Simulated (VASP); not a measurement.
Here is the system:

```xyz
8
Lattice="5.4928 0.0000 0.0000 0.0000 5.4928 0.0000 0.0000 0.0000 5.4871" Properties=species:S:1:pos:R:3 pbc="T T T"
Zn     0.0000     0.0000     5.4124
Zn     2.7464     2.7464     5.4124
Zn     2.7464     0.0000     2.8182
Zn     0.0000     2.7464     2.8182
Se     1.3732     1.3732     1.3718
Se     4.1196     4.1196     1.3718
S      4.1196     1.3732     4.1153
S      1.3732     4.1196     4.1153
```

These are PBEsol GGA, VASP's PBE PAW potentials (set 64) (plane waves; VASP) values and carry that method's errors. Settings: 400 eV cut-off, 5×5×5 Γ-centred mesh, tetrahedra with Blöchl corrections, potentials Zn Se S.

The cores are frozen, which limits the accuracy of field gradients.

### Question
Give the principal components of the electric field gradient (V/Å²) and the asymmetry η at each nucleus.

### Answer

```
atom    Vxx    Vyy    Vzz     η
----  -----  -----  -----  ----
Zn1     3.6    0.6   -4.1  0.72
Zn2     3.6    0.6   -4.1  0.72
Zn3     3.6    0.6   -4.1  0.72
Zn4     3.6    0.6   -4.1  0.72
Se5   -15.8  -15.8   31.5  0.00
Se6   -15.8  -15.8   31.5  0.00
S7      7.7    7.7  -15.3  0.00
S8      7.7    7.7  -15.3  0.00
```

The structure was generated: Zn4S2Se2 was put into an ordered model structure (P-4m2), which need not be its known phase. It was relaxed first.
